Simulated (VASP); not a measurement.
Consider the following.

```yaml
crystal:
  lattice:
    - [1.54294, -2.67244, 0.00000]
    - [1.54294, 2.67244, 0.00000]
    - [0.00000, 0.00000, 3.48346]
  atoms:
    - { symbol: Mg, position: [0.00000, 0.00000, 0.00000] }
    - { symbol: B, position: [0.33333, 0.66667, 0.50000] }
    - { symbol: B, position: [0.66667, 0.33333, 0.50000] }
```

Method: vdW-DF-cx, VASP's PBE PAW potentials (set 64) (plane waves; VASP 6.6.1). Numerical set-up: 520 eV cut-off, Gaussian smearing of 0.050 eV, potentials Mg B.

Question: Give the energies of bands 1 to 6 at the high-symmetry points, in eV from the Fermi level.

Answer: 
```tsv
band	Γ	M	K	A	L	H
1	-12.41	-8.54	-7.27	-11.09	-7.51	-6.32
2	-2.78	-7.82	-7.27	-7.38	-6.87	-6.32
3	0.37	-2.16	-5.83	0.77	-3.56	-5.14
4	0.37	0.34	1.93	0.77	-1.85	-2.00
5	1.95	3.23	1.93	6.64	-1.24	-2.00
6	6.30	3.87	6.38	6.64	5.75	3.75
```

It has no gap at this level: it comes out as a metal or semimetal.

The compound is MgB2 in the AlB2 type structure. It was relaxed first.
